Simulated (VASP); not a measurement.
VASP runs on P (black) share one base input (PBE GGA, plane waves, VASP's PBE PAW potentials (set 64)) and change the settings named in each case.

File POSCAR:
```
P
1
    1.6881000000    -5.3448000000    -0.0000000000
    1.6881000000     5.3448000000     0.0000000000
    0.0000000000     0.0000000000     4.4676000000
P
4
Direct
  0.1017000000   0.8983000000   0.9194000000
  0.3983000000   0.6017000000   0.4194000000
  0.6017000000   0.3983000000   0.5806000000
  0.8983000000   0.1017000000   0.0806000000
```

File KPOINTS:
```
kpoints
0
Gamma
6 6 5
```

### INCAR
```
ALGO  =  Normal
LCHARG  =  .FALSE.
NELM  =  100   # most electronic steps
LWAVE  =  .FALSE.
GGA  =  PE   # PBE
EDIFF  =  1E-6   # SCF stop (eV)
PREC  =  Accurate
LREAL  =  .FALSE.   # projection in real space or not
LASPH  =  .TRUE.
SIGMA  =  0.05   # width (eV)
ISMEAR  =  0
ENCUT  =  400
ISIF  =  2   # forces and stress, cell fixed
SYSTEM  =  P
```

POTCAR, in this order: P (PBE.64 set). Program: vasp_std.

```
change                             E(σ→0) (eV/atom)  pressure (GPa)  largest force (eV/Å)  irreducible k-points
---------------------------------  ----------------  --------------  --------------------  --------------------
base run                                    -5.3616           -2.47                 0.415                    39
KPOINTS 2×2×2 Monkhorst-Pack mesh           -5.1675           -0.19                 0.531                     2
KPOINTS 3×3×2 Monkhorst-Pack mesh           -5.3100           -1.72                 0.523                     4
KPOINTS 4×4×3 Monkhorst-Pack mesh           -5.3360           -2.16                 0.441                    12
KPOINTS 6×6×5 Monkhorst-Pack mesh           -5.3612           -2.41                 0.429                    36
```

Left out are runs that ran out of time, are held back, or changed the cell or the kind of run, fixed moments of cells without a moment, rows past the twelfth, gaps on odd meshes, pressures of charged cells and columns that move by less than the noise.

The compound is P in the black structure. The cell was not relaxed at this level, forces remain on its atoms.
